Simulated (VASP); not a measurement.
```
PbO
1.0
    3.91164     0.00000     0.00000
    0.00000     3.91164     0.00000
    0.00000     0.00000     4.10411
Pb O
2 2
Cartesian
  1.95582   0.00000   2.95037
  0.00000   1.95582   1.15374
  1.95582   1.95582   0.00000
  0.00000   0.00000   0.00000
```

These are LDA (Ceperley-Alder, Perdew-Zunger), VASP's LDA PAW potentials (set 64) (plane waves; VASP) values and carry that method's errors. Numerical set-up: 620 eV cut-off, 6×6×6 Γ-centred mesh, Gaussian smearing of 0.050 eV, potentials Pb_d O.

### Question
What does the run give for the energy per atom (σ→0), pressure?

### Answer

```json
{
 "energy per atom (σ→0)": "-6.019 eV/atom",
 "pressure": "10.08 GPa"
}
```

Total energies compare only between runs with the same potentials, cut-off and functional.

The compound is PbO in the litharge structure. It was relaxed first under an external pressure of 10 GPa.
